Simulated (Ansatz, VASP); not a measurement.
# B3H5N3 (B3H5N3 (C2/c)): VASP beside Ansatz

Aim: how closely do two programs agree when they are given the same cell, functional and k mesh? Of the first pair: The structure shown is the start of the Ansatz relaxation below; VASP solves that cell, so the two are compared at the walk's first step.

Calculated with Ansatz 0.2.0; plane waves, with VASP 6.6.1 beside it; single point at PBEsol.

## (1) The starting structure

The cell holds 44 atoms: 12 B, 20 H and 12 N. Its edges and angles: a = 11.644 Å, b = 11.644 Å, c = 6.201 Å, α = 100.9°, β = 100.9°, γ = 126.6°.

Structure file:

```
B H N
1.0
     5.23322  -10.40172    0.00000
     5.23322   10.40172    0.00000
    -2.60424    0.00000    5.62801
B H N
12 20 12
Cartesian
  4.3592 -8.2524 3.5903
  3.5030 8.2524 2.0377
  2.2009 -8.2524 4.8517
  5.6613 8.2524 0.7763
  4.3359 -3.8293 3.5690
  3.5263 3.8293 2.0591
  2.2242 -3.8293 4.8731
  5.6380 3.8293 0.7550
  3.2800 -6.0548 4.2210
  4.5822 6.0548 1.4070
  3.2800 -1.6412 4.2210
  4.5822 1.6412 1.4070
  5.0593 -6.3274 3.1094
  2.8029 6.3274 2.5187
  1.5008 -6.3274 5.3327
  6.3614 6.3274 0.2953
  3.2800 -9.9645 4.2210
  4.5822 9.9645 1.4070
  5.0393 -1.9089 3.0741
  2.8229 1.9089 2.5539
  1.5208 -1.9089 5.3679
  6.3414 1.9089 0.2601
  3.2800 -0.4375 4.2210
  4.5822 0.4375 1.4070
  0.0509 1.5593 3.0939
  7.8113 -1.5593 2.5341
  6.5092 1.5593 5.3481
  1.3530 -1.5593 0.2799
  5.2690 -4.3751 3.0385
  2.5932 4.3751 2.5895
  1.2911 -4.3751 5.4035
  6.5711 4.3751 0.2245
  3.2800 -4.5768 4.2210
  4.5822 4.5768 1.4070
  4.2897 -2.4026 3.5503
  3.5725 2.4026 2.0777
  2.2704 -2.4026 4.8917
  5.5918 2.4026 0.7363
  4.3088 -6.8264 3.5743
  3.5534 6.8264 2.0537
  2.2513 -6.8264 4.8677
  5.6109 6.8264 0.7603
  3.2800 -8.9518 4.2210
  4.5822 8.9518 1.4070
```

## (2) Ansatz: relaxation, PBEsol

Ansatz runs on its default PAW (the set named soft_2) files.

The two programs are compared at the cell with which this relaxation starts, whose forces are those of its first step.

The input, input.yaml:

```yaml
crystal:
  lattice:
    - [5.2332186, -10.401718, 0.0]
    - [5.2332186, 10.401718, 0.0]
    - [-2.6042358, 0.0, 5.628007]
  atoms:
    - { symbol: B, position: [0.971908, 0.178541, 0.637938] }
    - { symbol: B, position: [0.028092, 0.821459, 0.362062] }
    - { symbol: B, position: [0.821459, 0.028092, 0.862062] }
    - { symbol: B, position: [0.178541, 0.971908, 0.137938] }
    - { symbol: B, position: [0.756121, 0.387978, 0.634142] }
    - { symbol: B, position: [0.243879, 0.612022, 0.365858] }
    - { symbol: B, position: [0.612022, 0.243879, 0.865858] }
    - { symbol: B, position: [0.387978, 0.756121, 0.134142] }
    - { symbol: B, position: [0.7910495, 0.2089505, 0.75] }
    - { symbol: B, position: [0.2089505, 0.7910495, 0.25] }
    - { symbol: B, position: [0.578892, 0.421108, 0.75] }
    - { symbol: B, position: [0.421108, 0.578892, 0.25] }
    - { symbol: H, position: [0.924997, 0.316695, 0.552478] }
    - { symbol: H, position: [0.075003, 0.683305, 0.447522] }
    - { symbol: H, position: [0.683305, 0.075003, 0.947522] }
    - { symbol: H, position: [0.316695, 0.924997, 0.052478] }
    - { symbol: H, position: [0.9789835, 0.0210165, 0.75] }
    - { symbol: H, position: [0.0210165, 0.9789835, 0.25] }
    - { symbol: H, position: [0.70914, 0.525624, 0.546218] }
    - { symbol: H, position: [0.29086, 0.474376, 0.453782] }
    - { symbol: H, position: [0.474376, 0.29086, 0.953782] }
    - { symbol: H, position: [0.525624, 0.70914, 0.046218] }
    - { symbol: H, position: [0.52103, 0.47897, 0.75] }
    - { symbol: H, position: [0.47897, 0.52103, 0.25] }
    - { symbol: H, position: [0.066687, 0.216599, 0.549734] }
    - { symbol: H, position: [0.933313, 0.783401, 0.450266] }
    - { symbol: H, position: [0.783401, 0.933313, 0.950266] }
    - { symbol: H, position: [0.216599, 0.066687, 0.049734] }
    - { symbol: H, position: [0.848061, 0.427445, 0.539893] }
    - { symbol: H, position: [0.151939, 0.572555, 0.460107] }
    - { symbol: H, position: [0.572555, 0.151939, 0.960107] }
    - { symbol: H, position: [0.427445, 0.848061, 0.039893] }
    - { symbol: "N", position: [0.720003, 0.279997, 0.75] }
    - { symbol: "N", position: [0.279997, 0.720003, 0.25] }
    - { symbol: "N", position: [0.6823, 0.451322, 0.630822] }
    - { symbol: "N", position: [0.3177, 0.548678, 0.369178] }
    - { symbol: "N", position: [0.548678, 0.3177, 0.869178] }
    - { symbol: "N", position: [0.451322, 0.6823, 0.130822] }
    - { symbol: "N", position: [0.897838, 0.241566, 0.635097] }
    - { symbol: "N", position: [0.102162, 0.758434, 0.364903] }
    - { symbol: "N", position: [0.758434, 0.102162, 0.864903] }
    - { symbol: "N", position: [0.241566, 0.897838, 0.135097] }
    - { symbol: "N", position: [0.930303, 0.069697, 0.75] }
    - { symbol: "N", position: [0.069697, 0.930303, 0.25] }
basis:
  ecutwfc: 420
  xc_grid: 2
hamiltonian:
  xc: pbesol
kpoints:
  mp_grid: { grid: [3, 3, 5] }
scf:
  occupations: { method: fermi_dirac, width: 0.01 }
  max_iter: 150
output:
  forces: true
  stress: true
relax:
  f_tol: 0.01
  max_steps: 60
  cell: {}
checkpoint:
  write: "../pbesol.run"
  compress: false
  write_wavefunctions: false
  write_every: 100000
```

Started as:

```console
$ ansatz run input.yaml --threads 4 --pin off --max-ram 6594MiB --backend cpu --events-out ev --progress --plain --runs-dir out
```

Numbers of over 12 decimals in the logs are rounded to 6 here.

What it wrote:

```text
Engine: ansatz 0.2.0, aarch64-unknown-linux-gnu
Pseudopotentials: kind: paw
Pseudopotential: B, paw, valence charge 3, recommended cutoff 420 eV (normal), B.paw.azcp
Pseudopotential: H, paw, valence charge 1, recommended cutoff 420 eV (normal), H.paw.azcp
Pseudopotential: N, paw, valence charge 5, recommended cutoff 420 eV (normal), N.paw.azcp
Functional definition: PBEsol
  exchange = pbesol_x
  correlation = pbesol_c
Crystal: 44 atoms, lattice volume = 612.715 Å³
Basis set: ecut = 420 eV, 12037 PW (Γ), exchange–correlation on 160×160×90 points (8 copies of the dense FFT grid, shifted against one another)
Bands: 102, of which v1, the nominal top of the filled ones, is band 58 counted from 1 (57 counted from 0)
Symmetry: 4 space group operations
Space group: C2/c (ITA 15), of the structure as read, at distance tolerance 8.5e-5 Å
k-points: 16 of 45
Non-local potential: B, projectors of the file, l = 0: 2, l = 1: 2, l = 2: 1
Non-local potential: H, projectors of the file, l = 0: 2, l = 1: 1
Non-local potential: N, projectors of the file, l = 0: 2, l = 1: 2, l = 2: 1
PAW form: soft (Blöchl's): semilocal exchange-correlation on the pseudo side does not see the compensation charge
PAW frozen core: B, regenerated for the run's functional, and the local potential with it (the file was generated under x = pbe(κ = 0.804, μ = 0.219515), c = pbe(β = 0.066725))
PAW frozen core: N, regenerated for the run's functional, and the local potential with it (the file was generated under x = pbe(κ = 0.804, μ = 0.219515), c = pbe(β = 0.066725))
PAW one-centre angular grid: B, 110 points (default); XC on 64 Gauss nodes
PAW one-centre angular grid: H, 110 points (default); XC on 64 Gauss nodes
PAW one-centre angular grid: N, 110 points (default); XC on 64 Gauss nodes
Initial density: superposition of atomic densities (neutral atoms: chi_scale 0, normalization atom), corrected by the library's trained network
Initial wavefunctions: pseudopotential atomic-orbital guess
Functional: x = pbesol(κ = 0.804, μ = 0.123457), c = pbesol(β = 0.046)
SCF iter   1: F=—  HF=-6712.728848 eV  |F-HF|=—  |Δ(HF+E_count)|=         —  Δρ=5.82e-3  dr2=1.61e-1  ethr=1.77e-3  ⟨swp⟩=6.9  Hψ=8332  notcnv=0  defer=320
preconditioner: auto → Resta (q_TF=auto, 2.067 Å⁻¹)  ε∞=2.3  [insulator: Δε(μ)=4.821 eV  Ē_g=14.415 eV  σ=0.010 eV  W_gap=1.00  n_scr=88 (ndim 8)  ℏωp=16.2 eV  f_vac=0.322  D(μ)=0.00/eV (n_scr^D=0)  ε∞_Penn≈2.3]
SCF iter   2: F=—  HF=-6712.696910 eV  |F-HF|=—  |Δ(HF+E_count)|=   3.19e-2  Δρ=2.05e-3  dr2=2.17e-2  ethr=1.39e-4  ⟨swp⟩=2.0  Hψ=2715  notcnv=0  defer=613
SCF iter   3: F=—  HF=-6712.695935 eV  |F-HF|=—  |Δ(HF+E_count)|=   9.75e-4  Δρ=9.19e-4  dr2=4.37e-3  ethr=1.87e-5  ⟨swp⟩=2.0  Hψ=1846  notcnv=0  defer=613
SCF iter   4: F=—  HF=-6712.697046 eV  |F-HF|=—  |Δ(HF+E_count)|=   1.11e-3  Δρ=1.67e-4  dr2=2.22e-4  ethr=3.77e-6  ⟨swp⟩=2.9  Hψ=1986  notcnv=0  defer=613
SCF iter   5: F=—  HF=-6712.697226 eV  |F-HF|=—  |Δ(HF+E_count)|=   1.80e-4  Δρ=8.08e-5  dr2=4.92e-5  ethr=1.92e-7  ⟨swp⟩=2.0  Hψ=1841  notcnv=0  defer=613
SCF iter   6: F=—  HF=-6712.697171 eV  |F-HF|=—  |Δ(HF+E_count)|=   5.46e-5  Δρ=3.31e-5  dr2=8.02e-6  ethr=4.24e-8  ⟨swp⟩=2.0  Hψ=2056  notcnv=0  defer=613
SCF iter   7: F=—  HF=-6712.697174 eV  |F-HF|=—  |Δ(HF+E_count)|=   3.01e-6  Δρ=8.45e-6  dr2=6.74e-7  ethr=6.91e-9  ⟨swp⟩=2.0  Hψ=1917  notcnv=0  defer=613
SCF iter   8: F=-6712.697175 eV  HF=-6712.697175 eV  |F-HF|=1.19e-7  |Δ(HF+E_count)|=   7.47e-7  Δρ=2.43e-6  dr2=4.60e-8  ethr=8.62e-11  ⟨swp⟩=5.0  Hψ=5010  notcnv=0
SCF 1 converged in 8 iterations: F = -6712.697175 eV  dr2 = 4.60e-8
  greatest PAW one-centre occupation: 0.797 electrons in one spin orbital (limit 2), on the N atom at site 37 (counted from 0), in its partial waves of l = 0
relax step   1: F+E_penalty+E_count = -6712.69717532 eV  Δ(F+E_penalty+E_count) = +0.000e0 eV  max|allowed force component| = 3.916e-1 eV/Å  Δτ_max = 0.0000 Å  P = -0.485 GPa  Ω = 612.715 Å³  (8 SCF iters, dr2 threshold 1.00e-7 eV, accepted)
Crystal: 44 atoms, lattice volume = 594.662 Å³
Basis set: ecut = 420 eV, 11615 PW (Γ), exchange–correlation on 160×160×90 points (8 copies of the dense FFT grid, shifted against one another)
Initial density: handed on by an earlier stage of this run
Initial wavefunctions: those handed on with the density
iter 1 solved again at ethr=1.32e-4 eV; its pass at ethr=3.10e-3 eV (dr2=1.53e-1 eV) is discarded
SCF iter   1: F=—  HF=-6712.816227 eV  |F-HF|=—  |Δ(HF+E_count)|=         —  Δρ=7.14e-3  dr2=1.59e-1  ethr=1.32e-4  ⟨swp⟩=5.4  Hψ=8687  notcnv=0
preconditioner: auto → Resta (q_TF=auto, 2.078 Å⁻¹)  ε∞=2.3  [insulator: Δε(μ)=4.860 eV  Ē_g=14.507 eV  σ=0.010 eV  W_gap=1.00  n_scr=82 (ndim 8)  ℏωp=16.4 eV  f_vac=0.287  D(μ)=0.00/eV (n_scr^D=0)  ε∞_Penn≈2.3]
[...]
SCF iter   2: F=—  HF=-6712.931865 eV  |F-HF|=—  |Δ(HF+E_count)|=   2.91e-4  Δρ=1.39e-5  dr2=7.75e-8  ethr=2.91e-10  ⟨swp⟩=3.4  Hψ=3081  notcnv=0  defer=4
SCF iter   3: F=—  HF=-6712.931873 eV  |F-HF|=—  |Δ(HF+E_count)|=   8.03e-6  Δρ=2.68e-6  dr2=9.96e-9  ethr=6.68e-11  ⟨swp⟩=2.0  Hψ=2162  notcnv=0  defer=4
[...]
SCF converged after 4 iterations
Free energy (F): -6712.931874 eV
Harris-Foulkes:  -6712.931874 eV  (|F-HF|=3.56e-10)
Internal energy: -6712.931874 eV  (E = F + TS)
E sigma→0 (E₀):  -6712.931874 eV
Fermi energy:    1.792726 eV
--- Per-component energies (eV) ---
  E_band       = -764.351361
  E_kinetic    = 2445.512427
  E_local      = -6958.179471  (includes V_loc(G=0)·N_el)
  E_nonlocal   = 731.976562
  E_hartree    = 2441.278124
  E_xc         = -1259.336586
  E_vxc        = -1577.288895  (∫ρ·V_xc dr)
  E_paw        = -2397.607269  (= ΣΔE_a)
  E_vpaw       = -288.903553  (= ΣTr[D̂ρ^β])
  E_aug_tail   = -0.024644  (compensation charges beyond the density's cutoff)
  E_ewald      = -1717.064733
  E_core_change = 0.513717  (= ΣΔE_core)
  E_smearing   = -0.000000  (= −TS)
  E_closure    = -0.000000  (closes the sum)
  Σ components = -6712.931874   (vs F -6712.931874, Δ=0.00e0)
--- Forces (eV/Å), atoms counted from 1 ---
  atom   1  B      0.00009218    -0.00112404     0.00076878
  atom   2  B     -0.00009218     0.00112404    -0.00076878
  atom   3  B     -0.00009218    -0.00112404    -0.00076878
  atom   4  B      0.00009218     0.00112404     0.00076878
  atom   5  B     -0.00043628    -0.00078380    -0.00004897
  atom   6  B      0.00043628     0.00078380     0.00004897
  atom   7  B      0.00043628    -0.00078380     0.00004897
  atom   8  B     -0.00043628     0.00078380    -0.00004897
  atom   9  B      0.00000000    -0.00071352    -0.00000000
  atom  10  B      0.00000000     0.00071352     0.00000000
  atom  11  B      0.00000000    -0.00082669     0.00000000
  atom  12  B      0.00000000     0.00082669    -0.00000000
  atom  13  H      0.00010825    -0.00027007     0.00051480
  atom  14  H     -0.00010825     0.00027007    -0.00051480
  atom  15  H     -0.00010825    -0.00027007    -0.00051480
  atom  16  H      0.00010825     0.00027007     0.00051480
  atom  17  H      0.00000000     0.00112364    -0.00000000
  atom  18  H      0.00000000    -0.00112364     0.00000000
  atom  19  H     -0.00003626    -0.00004419    -0.00046626
  atom  20  H      0.00003626     0.00004419     0.00046626
  atom  21  H      0.00003626    -0.00004419     0.00046626
  atom  22  H     -0.00003626     0.00004419    -0.00046626
  atom  23  H      0.00000000     0.00003796    -0.00000000
  atom  24  H      0.00000000    -0.00003796     0.00000000
[...]
atom  37  N     -0.00063596    -0.00039946     0.00047874
  atom  38  N      0.00063596     0.00039946    -0.00047874
  atom  39  N      0.00128686     0.00009943     0.00047107
  atom  40  N     -0.00128686    -0.00009943    -0.00047107
  atom  41  N     -0.00128686     0.00009943    -0.00047107
  atom  42  N      0.00128686    -0.00009943     0.00047107
  atom  43  N      0.00000000    -0.00018737    -0.00000000
  atom  44  N      0.00000000     0.00018737     0.00000000
  max |Σ_I F_I| component: 4.34e-19 eV/Å
--- Stress (GPa, compression-positive) ---
        0.004354       0.000000      -0.023191
        0.000000       0.006473       0.000000
       -0.023216       0.000000      -0.033525
  P = ⅓ Tr σ = -0.0076 GPa (-0.076 kbar)
--- Relaxed structure (31 steps of the walk, 30 accepted, 7 SCFs on fresh bases) ---
  F+E_penalty+E_count = -6712.93187365 eV   max|allowed force component| = 1.287e-3 eV/Å   (the final SCF, on the basis selected at the relaxed cell)
  cell:  # Å, volume = 452.0984 Å³
    - [4.602421, -10.150850, -0.180250]
    - [4.602421, 10.150850, -0.180250]
    - [-2.484176, -2.030248071851421e-17, 4.935829]
  atoms:
    - { symbol: B, position: [0.986227, 0.184165, 0.630808] }
    - { symbol: B, position: [0.013773, 0.815835, 0.369192] }
    - { symbol: B, position: [0.815835, 0.013773, 0.869192] }
    - { symbol: B, position: [0.184165, 0.986227, 0.130808] }
    - { symbol: B, position: [0.768132, 0.399714, 0.630580] }
    - { symbol: B, position: [0.231868, 0.600286, 0.369420] }
    - { symbol: B, position: [0.600286, 0.231868, 0.869420] }
    - { symbol: B, position: [0.399714, 0.768132, 0.130580] }
    - { symbol: B, position: [0.793361, 0.206639, 0.75] }
    - { symbol: B, position: [0.206639, 0.793361, 0.25] }
    - { symbol: B, position: [0.577013, 0.422987, 0.75] }
    - { symbol: B, position: [0.422987, 0.577013, 0.25] }
    - { symbol: H, position: [0.948896, 0.336236, 0.546237] }
    - { symbol: H, position: [0.051104, 0.663764, 0.453763] }
    - { symbol: H, position: [0.663764, 0.051104, 0.953763] }
    - { symbol: H, position: [0.336236, 0.948896, 0.046237] }
    - { symbol: H, position: [0.985586, 0.014414, 0.75] }
    - { symbol: H, position: [0.014414, 0.985586, 0.25] }
    - { symbol: H, position: [0.730994, 0.551411, 0.544207] }
    - { symbol: H, position: [0.269006, 0.448589, 0.455793] }
    - { symbol: H, position: [0.448589, 0.269006, 0.955793] }
    - { symbol: H, position: [0.551411, 0.730994, 0.044207] }
    - { symbol: H, position: [0.517614, 0.482386, 0.75] }
    - { symbol: H, position: [0.482386, 0.517614, 0.25] }
    - { symbol: H, position: [0.088206, 0.226712, 0.530821] }
    - { symbol: H, position: [0.911794, 0.773288, 0.469179] }
    - { symbol: H, position: [0.773288, 0.911794, 0.969179] }
    - { symbol: H, position: [0.226712, 0.088206, 0.030821] }
    - { symbol: H, position: [0.869351, 0.445379, 0.528284] }
    - { symbol: H, position: [0.130649, 0.554621, 0.471716] }
    - { symbol: H, position: [0.554621, 0.130649, 0.971716] }
    - { symbol: H, position: [0.445379, 0.869351, 0.028284] }
    - { symbol: N, position: [0.720884, 0.279116, 0.75] }
    - { symbol: N, position: [0.279116, 0.720884, 0.25] }
    - { symbol: N, position: [0.694900, 0.466517, 0.630340] }
    - { symbol: N, position: [0.305100, 0.533483, 0.369660] }
    - { symbol: N, position: [0.533483, 0.305100, 0.869660] }
    - { symbol: N, position: [0.466517, 0.694900, 0.130340] }
    - { symbol: N, position: [0.913004, 0.250978, 0.631557] }
    - { symbol: N, position: [0.086996, 0.749022, 0.368443] }
    - { symbol: N, position: [0.749022, 0.086996, 0.868443] }
    - { symbol: N, position: [0.250978, 0.913004, 0.131557] }
    - { symbol: N, position: [0.935394, 0.064606, 0.75] }
    - { symbol: N, position: [0.064606, 0.935394, 0.25] }
```

[end of part 1 of 2]

[Lines on the potential files, build, host, timing and source positions are cut from VASP's logs without a mark.]

[Logs are printed without paths, hosts, clocks, repeated set-up lines and the standing remarks that a program may print on its own settings, such as how far it seeks lower states.]

[Hosts, paths, dates, database ids (printed as entryN), source tags and the programs' standing remarks are cut or masked in the printed files.]
